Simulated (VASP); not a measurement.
# A point defect in a supercell of BaAg2As2

Aim: the formation energy and local structure of a point defect in BaAg2As2. The start is a cell from a database of measured crystal structures.

Main program and level: VASP 6.6.1; SCAN; plane waves and PAW (Ba_sv, Ag, As), in the first sound run; inputs show where later runs differ.

This is a report of a sequence of runs, with most program output left out.

### Step 1. The host crystal

Symmetry: I4/mmm, No. 139, tetragonal system. The conventional cell has a = 4.603 Å, b = 4.603 Å, c = 10.867 Å, α = 90.00°, β = 90.00°, γ = 90.00°. Nearest to Ba lie 10 As at 3.49 to 4.18 Å and 8 Ag at 3.56 Å. Nearest to Ag lie 4 As at 2.72 Å and 4 Ag at 3.25 Å and 4 Ba at 3.56 Å. As has 1 As at 2.52 Å and 4 Ag at 2.72 Å and 5 Ba at 3.49 to 4.18 Å nearest. Farther neighbours are not listed.

Coordinates:

```
Ba Ag As
1.0
    -2.30125    2.30125    5.43360
     2.30125   -2.30125    5.43360
     2.30125    2.30125   -5.43360
Ba Ag As
1 2 2
Direct
  0.00000 0.00000 0.00000
  0.25000 0.75000 0.50000
  0.75000 0.25000 0.50000
  0.61580 0.61580 0.00000
  0.38420 0.38420 0.00000
```

### Step 2. Relaxing the host crystal

The later steps need the crystal at this functional's own lattice; a raised cutoff keeps the stress reliable while the cell changes.

File INCAR:

```
SYSTEM = BaAg2As2
PREC = Accurate
ENCUT = 350
EDIFF = 1E-06
NELM = 120
ISMEAR = 1
SIGMA = 0.15
LREAL = .FALSE.
ALGO = Normal
METAGGA = SCAN
LASPH = .TRUE.
NBANDS = 27
LORBIT = 11
LWAVE = .FALSE.
LCHARG = .FALSE.
KPAR = 4
IBRION = 2
NSW = 40
ISIF = 3
EDIFFG = -0.02
POTIM = 0.4
```

File POSCAR:

```
BaAg2As2
1.0
   -2.3012500000      2.3012500000      5.4336000000
    2.3012500000     -2.3012500000      5.4336000000
    2.3012500000      2.3012500000     -5.4336000000
Ba Ag As
1 2 2
Direct
    0.0000000000      0.0000000000      0.0000000000
    0.2500000000      0.7500000000      0.5000000000
    0.7500000000      0.2500000000      0.5000000000
    0.6158000000      0.6158000000      0.0000000000
    0.3842000000      0.3842000000      0.0000000000
```

File KPOINTS:

```
Automatic mesh
0
Gamma
7 7 7
0 0 0
```

The projector-augmented-wave data sets are Ba_sv, Ag and As (PBE family, release 64).

On the command line:

```bash
$ mpirun -np 4 vasp_std
```

The job ended after 6.3 min (4 MPI ranks of Intel Xeon 6975P-C (Granite Rapids), shared host; peak memory 1.3 GiB; 24 min of CPU time).

Harder data sets than Ba_sv exist (the GW ones), and pressures, volumes and forces can shift noticeably with them. The PAW data sets were made with PBE, which is usual practice but a small mismatch for other functionals. The run keeps the 16 symmetry operations of its start, so it cannot find a distortion of lower symmetry.

Step by step:

| step | energy less that of the first step (eV) | largest force (eV/Å) | pressure (GPa) | volume (Å³) |
| --- | --- | --- | --- | --- |
| 1 | 0.0000 | 0.3922 | 0.60 | 115.10 |
| 2 | -0.0186 | 0.1648 | -0.06 | 116.24 |
| 3 | -0.0240 | 0.0166 | -0.58 | 117.25 |
| 4 | -0.0290 | 0.0448 | 0.01 | 116.17 |
| 5 | -0.0295 | 0.0726 | 0.30 | 115.67 |
| 6 | -0.0321 | 0.0751 | 0.20 | 115.83 |
| 7 | -0.0337 | 0.0773 | 0.09 | 116.03 |
| 8 | -0.0338 | 0.0780 | 0.06 | 116.08 |
| 9 | -0.0344 | 0.0351 | -0.07 | 116.27 |
| 10 | -0.0345 | 0.0150 | -0.13 | 116.36 |

| conventional cell, symmetrised | before | after | change |
| --- | --- | --- | --- |
| a (Å) | 4.603 | 4.535 | -1.5 % |
| b (Å) | 4.603 | 4.535 | -1.5 % |
| c (Å) | 10.867 | 11.315 | +4.1 % |
| volume (Å³/atom) | 23.02 | 23.27 | +1.1 % |

The atoms that moved most (Å, as changes of fractional coordinates times the final cell):

| atom | dx | dy | dz | length |
| --- | --- | --- | --- | --- |
| As5 | 0.000 | 0.000 | -0.025 | 0.025 |
| As4 | 0.000 | 0.000 | 0.025 | 0.025 |

Final coordinates:

```cif
data_structure
_symmetry_space_group_name_H-M 'P 1'
_symmetry_Int_Tables_number 1
_cell_length_a 6.5031
_cell_length_b 6.5031
_cell_length_c 6.5031
_cell_angle_alpha 139.186
_cell_angle_beta 139.186
_cell_angle_gamma 59.092
_cell_volume 116.36
loop_
_atom_site_label
_atom_site_type_symbol
_atom_site_fract_x
_atom_site_fract_y
_atom_site_fract_z
_atom_site_occupancy
Ba1 Ba 0.00000 0.00000 0.00000 1
Ag2 Ag 0.25000 0.75000 0.50000 1
Ag3 Ag 0.75000 0.25000 0.50000 1
As4 As 0.61803 0.61803 0.00000 1
As5 As 0.38197 0.38197 0.00000 1
```

This step gave:

```
electronic cycles                               : 95
electrons                                       : 42
free energy (TOTEN)                             : -145.4531 eV
energy at zero smearing                         : -145.4520 eV
Fermi energy                                    : 5.577 eV
labelled metallic, from the levels on this mesh : yes
```

The run ended after 10 ionic steps, 0.034 eV below its first step, once forces and stress met EDIFFG = -0.02.

### Step 3. The perfect supercell

System of this step: BaAg2As2. It takes space group I4/mmm (No. 139, tetragonal). The conventional cell has a = 4.535 Å, b = 4.535 Å, c = 11.315 Å, α = 90.00°, β = 90.00°, γ = 90.00°. Nearest to Ba lie 8 As at 3.47 Å and 8 Ag at 3.63 Å. Ag has 4 As at 2.72 Å and 4 Ag at 3.21 Å and 4 Ba at 3.63 Å nearest. Nearest to As lie 1 As at 2.67 Å and 4 Ag at 2.72 Å and 4 Ba at 3.47 Å. Farther neighbours are not listed.

The same cell, mesh and cutoff without the defect give the energy to subtract and, in a gapped host, the band edges to count from, so that most errors cancel.

File INCAR:

```
SYSTEM = BaAg2As2
PREC = Normal
ENCUT = 300
EDIFF = 1E-05
NELM = 120
ISMEAR = 1
SIGMA = 0.2
LREAL = Auto
ALGO = Normal
METAGGA = SCAN
LASPH = .TRUE.
NBANDS = 196
LORBIT = 11
LWAVE = .FALSE.
LCHARG = .FALSE.
KPAR = 4
```

File POSCAR:

```
BaAg2As2
1.0
   -4.5351335918      4.5351335918     11.3149572032
    4.5351335918     -4.5351335918     11.3149572032
    4.5351335918      4.5351335918    -11.3149572032
Ba Ag As
8 16 16
Direct
    0.0000000000      0.0000000000      0.0000000000
    0.0000000000      0.0000000000      0.5000000000
    0.0000000000      0.5000000000      0.0000000000
    0.0000000000      0.5000000000      0.5000000000
    0.5000000000      0.0000000000      0.0000000000
    0.5000000000      0.0000000000      0.5000000000
    0.5000000000      0.5000000000      0.0000000000
    0.5000000000      0.5000000000      0.5000000000
    0.1250000000      0.3750000000      0.2500000000
    0.1250000000      0.3750000000      0.7500000000
    0.1250000000      0.8750000000      0.2500000000
    0.1250000000      0.8750000000      0.7500000000
    0.6250000000      0.3750000000      0.2500000000
    0.6250000000      0.3750000000      0.7500000000
    0.6250000000      0.8750000000      0.2500000000
    0.6250000000      0.8750000000      0.7500000000
    0.3750000000      0.1250000000      0.2500000000
    0.3750000000      0.1250000000      0.7500000000
    0.3750000000      0.6250000000      0.2500000000
    0.3750000000      0.6250000000      0.7500000000
    0.8750000000      0.1250000000      0.2500000000
    0.8750000000      0.1250000000      0.7500000000
    0.8750000000      0.6250000000      0.2500000000
    0.8750000000      0.6250000000      0.7500000000
    0.3090174412      0.3090174412      0.0000000000
    0.3090174412      0.3090174412      0.5000000000
    0.3090174412      0.8090174412      0.0000000000
    0.3090174412      0.8090174412      0.5000000000
    0.8090174412      0.3090174412      0.0000000000
    0.8090174412      0.3090174412      0.5000000000
    0.8090174412      0.8090174412      0.0000000000
    0.8090174412      0.8090174412      0.5000000000
    0.1909825588      0.1909825588      0.0000000000
    0.1909825588      0.1909825588      0.5000000000
    0.1909825588      0.6909825588      0.0000000000
    0.1909825588      0.6909825588      0.5000000000
    0.6909825588      0.1909825588      0.0000000000
    0.6909825588      0.1909825588      0.5000000000
    0.6909825588      0.6909825588      0.0000000000
    0.6909825588      0.6909825588      0.5000000000
```

File KPOINTS:

```
Automatic mesh
0
Gamma
4 4 4
0 0 0
```

On the command line:

```bash
$ mpirun -np 4 vasp_std
```

Wall time 10 min (4 MPI ranks); peak memory 3.6 GiB; 42 min of CPU time.

Numbers from this step:

```
electronic cycles       : 15
electrons               : 336
free energy (TOTEN)     : -1163.9061 eV
energy at zero smearing : -1163.9110 eV
Fermi energy            : 5.560 eV
```

Force (size) by element, in eV/Å:

| element | atoms | mean | spread (r.m.s.) | least | largest |
| --- | --- | --- | --- | --- | --- |
| Ba | 8 | 0.0000 | 0.0000 | 0.0000 | 0.0000 |
| Ag | 16 | 0.0000 | 0.0000 | 0.0000 | 0.0000 |
| As | 16 | 0.0650 | 0.0000 | 0.0650 | 0.0650 |

The atoms with the largest values:

| atom | x, y, z (Å) | force (eV/Å) |
| --- | --- | --- |
| As25 | 0.00, 0.00, 6.99 | 0.0000, 0.0000, -0.0650 |
| As26 | 2.27, 2.27, 1.34 | 0.0000, 0.0000, -0.0650 |
| As27 | 2.27, -2.27, 12.65 | 0.0000, 0.0000, -0.0650 |
| As28 | 4.54, 0.00, 6.99 | 0.0000, 0.0000, -0.0650 |
| As29 | -2.27, 2.27, 12.65 | 0.0000, 0.0000, -0.0650 |
| As30 | 0.00, 4.54, 6.99 | 0.0000, 0.0000, -0.0650 |
| As31 | 0.00, 0.00, 18.31 | 0.0000, 0.0000, -0.0650 |
| As32 | 2.27, 2.27, 12.65 | 0.0000, 0.0000, -0.0650 |

The host is treated as a metal, as its relaxation found a gap under 0.3 eV or none, and only the neutral defect is run.

### Step 4. Reference Co

This step: SCAN, spin-polarised from a ferromagnetic start; plane waves and PAW (Co) (VASP 6.6.1).

System of this step: Co. It takes space group P6_3/mmc (No. 194, hexagonal). Conventional cell: a = 2.510 Å, b = 2.510 Å, c = 4.071 Å, α = 90.00°, β = 90.00°, γ = 120.00°. Nearest to Co lie 12 Co at 2.50 to 2.51 Å.

The reference for Co is its crystal, relaxed at the cutoff of the large cell.

File INCAR:

```
SYSTEM = Co
PREC = Normal
ENCUT = 300
EDIFF = 1E-05
NELM = 120
ISMEAR = 1
SIGMA = 0.1
LREAL = Auto
ALGO = Normal
METAGGA = SCAN
LASPH = .TRUE.
NBANDS = 18
ISPIN = 2
MAGMOM = 1.7 1.7
LMAXMIX = 4
LORBIT = 11
LWAVE = .FALSE.
LCHARG = .FALSE.
KPAR = 4
IBRION = 2
NSW = 25
ISIF = 3
EDIFFG = -0.02
POTIM = 0.4
```

File POSCAR:

```
Co
1.0
    2.5100000000      0.0000000000      0.0000000000
   -1.2550000000      2.1737237635      0.0000000000
    0.0000000000      0.0000000000      4.0712200000
Co
2
Direct
    0.0000000000      0.0000000000      0.0000000000
    0.3333333333      0.6666666667      0.5000000000
```

File KPOINTS:

```
Automatic mesh
0
Gamma
12 12 7
0 0 0
```

PAW data sets: Co (PBE family, release 64).

On the command line:

```bash
$ mpirun -np 4 vasp_std
```

It took 63 s on 4 MPI ranks; peak memory 0.49 GiB; 4.1 min of CPU time.

The magnetic state follows from one typed start and may not be the lowest. SCAN-type functionals tend to overstate the moments of itinerant magnets. The run keeps the 24 symmetry operations of its start, so it cannot find a distortion of lower symmetry.

Relaxation path:

| step | energy less that of the first step (eV) | largest force (eV/Å) | pressure (GPa) | volume (Å³) |
| --- | --- | --- | --- | --- |
| 1 | 0.0000 | 0.0000 | -14.42 | 22.21 |
| 2 | 0.0037 | 0.0000 | 14.11 | 19.74 |
| 3 | -0.0544 | 0.0000 | -3.25 | 21.03 |
| 4 | -0.0536 | 0.0000 | 0.03 | 20.76 |
| 5 | -0.0531 | 0.0000 | 0.48 | 20.74 |
| 6 | -0.0542 | 0.0000 | -0.32 | 20.80 |
| 7 | -0.0542 | 0.0000 | -0.31 | 20.80 |
| 8 | -0.0541 | 0.0000 | -0.23 | 20.80 |
| 9 | -0.0539 | 0.0000 | 0.08 | 20.78 |

| conventional cell, symmetrised | before | after | change |
| --- | --- | --- | --- |
| a (Å) | 2.510 | 2.448 | -2.5 % |
| b (Å) | 2.510 | 2.448 | -2.5 % |
| c (Å) | 4.071 | 4.003 | -1.7 % |
| volume (Å³/atom) | 11.11 | 10.39 | -6.5 % |

The relaxed structure:

```
Co
1.0
     2.44841    0.00000    0.00000
    -1.22421    2.12039    0.00000
     0.00000    0.00000    4.00254
Co
2
Direct
  0.00000 0.00000 0.00000
  0.33333 0.66667 0.50000
```

Numbers from this step:

| Property | Result |
| --- | --- |
| electronic cycles | 84 |
| electrons | 18 |
| free energy (TOTEN) | -34.45 eV |
| energy at zero smearing | -34.45 eV |
| Fermi energy | 10.85 eV |
| moment of the cell, from the last line of the log | 3.533 μB |

Spin moment in the PAW sphere by atom:

| atom | spin moment in the PAW sphere (μB) |
| --- | --- |
| Co1 | 1.82 |
| Co2 | 1.82 |

The run ended after 9 ionic steps, 0.054 eV below its first step, once forces and stress met EDIFFG = -0.02.

Energy at zero smearing: -34.44608 eV.

### Step 5. Reference As

This step: SCAN; plane waves and PAW (As) (VASP 6.6.1).

System of this step: As. Symmetry: R-3m, No. 166, trigonal system. Conventional cell: a = 3.756 Å, b = 3.756 Å, c = 10.544 Å, α = 90.00°, β = 90.00°, γ = 120.00°. As has 3 As at 2.50 Å nearest.

The reference for As is its crystal, relaxed at the cutoff of the large cell.

File INCAR:

```
SYSTEM = As
PREC = Normal
ENCUT = 300
EDIFF = 1E-05
NELM = 120
ISMEAR = 0
SIGMA = 0.1
LREAL = Auto
ALGO = Normal
METAGGA = SCAN
LASPH = .TRUE.
NBANDS = 11
LORBIT = 11
LWAVE = .FALSE.
LCHARG = .FALSE.
KPAR = 4
IBRION = 2
NSW = 25
ISIF = 3
EDIFFG = -0.02
POTIM = 0.4
```

File POSCAR:

```
As
1.0
    3.6782193145     -1.8781913306      0.0000000000
    3.6782193145      1.8781913306      0.0000000000
    2.7191675635      0.0000000000      3.1085410986
As
2
Direct
    0.7740000000      0.7740000000      0.7740000000
    0.2260000000      0.2260000000      0.2260000000
```

File KPOINTS:

```
Automatic mesh
0
Gamma
9 9 9
0 0 0
```

The projector-augmented-wave data sets are As (PBE family, release 64).

On the command line:

```bash
$ mpirun -np 4 vasp_std
```

It took 14 s on 4 MPI ranks; peak memory 0.47 GiB; 52 s of CPU time.

The k-mesh is coarse for a metal. The run keeps the 12 symmetry operations of its start, so it cannot find a distortion of lower symmetry.

Step by step:

| step | energy less that of the first step (eV) | largest force (eV/Å) | pressure (GPa) | volume (Å³) |
| --- | --- | --- | --- | --- |
| 1 | 0.0000 | 0.1843 | 1.27 | 42.95 |
| 2 | -0.0020 | 0.0882 | -0.66 | 43.80 |
| 3 | -0.0029 | 0.0094 | 0.01 | 43.49 |

| conventional cell, symmetrised | before | after | change |
| --- | --- | --- | --- |
| a (Å) | 3.756 | 3.772 | +0.4 % |
| b (Å) | 3.756 | 3.772 | +0.4 % |
| c (Å) | 10.544 | 10.587 | +0.4 % |
| volume (Å³/atom) | 21.48 | 21.74 | +1.3 % |

Final coordinates:

```xyz
2
Lattice="3.6931 -1.8862 -0.0002 3.6931 1.8862 -0.0002 2.7300 0.0000 3.1215" Properties=species:S:1:pos:R:3 pbc="T T T"
As    7.8256    0.0000    2.4144
As    2.2906    0.0000    0.7067
```

Numbers from this step:

```yaml
electronic_cycles: 20
electrons: 10
free_energy_toten: -40.39 eV
energy_at_zero_smearing: -40.39 eV
fermi_energy: 5.272 eV
```

The run ended after 3 ionic steps, 0.003 eV below its first step, once forces and stress met EDIFFG = -0.02.

Energy at zero smearing: -40.38954 eV.

### Step 6. Relaxing the defect

This step: SCAN, spin-polarised from a ferromagnetic start; plane waves and PAW (Ba_sv, Ag, Co, As) (VASP 6.6.1).

System of this step: Ba8CoAg16As15. The cell holds 40 atoms: 8 Ba, 16 Ag, 1 Co and 15 As. Cell: a = 13.006 Å, b = 13.006 Å, c = 13.006 Å, α = 139.2°, β = 139.2°, γ = 59.1°. It derives from BaAg2As2. Nearest the centre at fractional (0.309, 0.309, 0.000): Co25 at 0.00 Å, As33 at 2.67 Å, Ag18 at 2.72 Å, Ag13 at 2.72 Å, Ag19 at 2.72 Å, Ag10 at 2.72 Å, Ba2 at 3.47 Å, Ba8 at 3.47 Å.

The host is treated as a metal, since its gap is under 0.3 eV or closed. The run keeps 2 symmetry operations, which cuts the number of k-points but bars distortions that break them. The atoms relax at the host's fixed cell.

File INCAR:

```
SYSTEM = Ba8CoAg16As15
PREC = Normal
ENCUT = 300
EDIFF = 1E-05
NELM = 120
ISMEAR = 1
SIGMA = 0.2
LREAL = Auto
ALGO = Normal
METAGGA = SCAN
LASPH = .TRUE.
NBANDS = 200
ISPIN = 2
MAGMOM = 0 0 0 0 0 0 0 0 0 0 0 0 0.6 0 0 0 0 0 0.6 0 0 0 0 0 3.5 0 0 0 0 0 0 0 0.6 0 0 0 0 0 0 0
LMAXMIX = 4
LORBIT = 11
LWAVE = .FALSE.
LCHARG = .TRUE.
KPAR = 4
IBRION = 2
NSW = 50
ISIF = 2
EDIFFG = -0.03
POTIM = 0.4
MAXMIX = 40
ISYM = 2
```

File POSCAR:

```
Ba8CoAg16As15
1.0
   -4.5351335918      4.5351335918     11.3149572032
    4.5351335918     -4.5351335918     11.3149572032
    4.5351335918      4.5351335918    -11.3149572032
Ba Ag Co As
8 16 1 15
Direct
    0.0000000000      0.0000000000      0.0000000000
    0.0000000000      0.0000000000      0.5000000000
    0.0000000000      0.5000000000      0.0000000000
    0.0000000000      0.5000000000      0.5000000000
    0.5000000000      0.0000000000      0.0000000000
    0.5000000000      0.0000000000      0.5000000000
    0.5000000000      0.5000000000      0.0000000000
    0.5000000000      0.5000000000      0.5000000000
    0.1250000000      0.3750000000      0.2500000000
    0.1250000000      0.3750000000      0.7500000000
    0.1250000000      0.8750000000      0.2500000000
    0.1250000000      0.8750000000      0.7500000000
    0.6250000000      0.3750000000      0.2500000000
    0.6250000000      0.3750000000      0.7500000000
    0.6250000000      0.8750000000      0.2500000000
    0.6250000000      0.8750000000      0.7500000000
    0.3750000000      0.1250000000      0.2500000000
    0.3750000000      0.1250000000      0.7500000000
    0.3750000000      0.6250000000      0.2500000000
    0.3750000000      0.6250000000      0.7500000000
    0.8750000000      0.1250000000      0.2500000000
    0.8750000000      0.1250000000      0.7500000000
    0.8750000000      0.6250000000      0.2500000000
    0.8750000000      0.6250000000      0.7500000000
    0.3090174400      0.3090174400      0.0000000000
    0.3090174400      0.3090174400      0.5000000000
    0.3090174400      0.8090174400      0.0000000000
    0.3090174400      0.8090174400      0.5000000000
    0.8090174400      0.3090174400      0.0000000000
    0.8090174400      0.3090174400      0.5000000000
    0.8090174400      0.8090174400      0.0000000000
    0.8090174400      0.8090174400      0.5000000000
    0.1909825600      0.1909825600      0.0000000000
    0.1909825600      0.1909825600      0.5000000000
    0.1909825600      0.6909825600      0.0000000000
    0.1909825600      0.6909825600      0.5000000000
    0.6909825600      0.1909825600      0.0000000000
    0.6909825600      0.1909825600      0.5000000000
    0.6909825600      0.6909825600      0.0000000000
    0.6909825600      0.6909825600      0.5000000000
```

File KPOINTS:

```
Automatic mesh
0
Gamma
4 4 4
0 0 0
```

The projector-augmented-wave data sets are Ba_sv, Ag, Co and As (PBE family, release 64).

On the command line:

```bash
$ mpirun -np 4 vasp_std
```

Run time: 51 min. Hardware: 4 MPI ranks.

The run was stopped at its time limit, so it gives no result of its own.

### Step 7. Summary of results

| Quantity | Value |
| --- | --- |
| result | none |

In words: The session ends without its result: «relax the defect» met its time limit.

[Lines on the potential files, build, host, timing and source positions are cut from VASP's logs without a mark.]

[Logs are printed without paths, hosts, clocks, repeated set-up lines and the standing remarks that a program may print on its own settings, such as how far it seeks lower states.]

[Hosts, paths, dates, database ids (printed as entryN), source tags and the programs' standing remarks are cut or masked in the printed files.]

[In band tables of VASP the shares of atoms and orbitals are scaled to a sum of 1 inside the atoms' spheres.]

[Runs that stopped without an error message from VASP are left out.]
